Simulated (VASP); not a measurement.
Data:

```
KTaO3
1.0
    3.81236     0.00000     0.00000
    0.00000     3.81236     0.00000
    0.00000     0.00000     3.81236
K Ta O
1 1 3
Direct
  0.00000   0.00000   0.00000
  0.50000   0.50000   0.50000
  0.50000   0.00000   0.50000
  0.00000   0.50000   0.50000
  0.50000   0.50000   0.00000
```

All values below come from PBE GGA, VASP's PBE PAW potentials (set 64) (plane waves; VASP). Numerical set-up: 620 eV cut-off, 6×6×6 Γ-centred mesh, Gaussian smearing of 0.050 eV, potentials K_sv Ta_pv O.

Unless said otherwise, spin-orbit coupling is left out, though it shifts the bands of the heavy elements here.

Q: Estimate the energy per atom (σ→0), pressure, band gap (on the k-mesh) with the smallest direct gap where there is one.

A: 
```json
{
 "band gap (on the k-mesh)": "2.45 eV",
 "smallest direct gap (on the k-mesh)": "2.95 eV",
 "energy per atom (σ→0)": "-7.971 eV/atom",
 "pressure": "44.96 GPa"
}
```

Total energies compare only between runs with the same potentials, cut-off and functional.

The compound is KTaO3 in the cubic perovskite structure. It was relaxed first under an external pressure of 45 GPa.
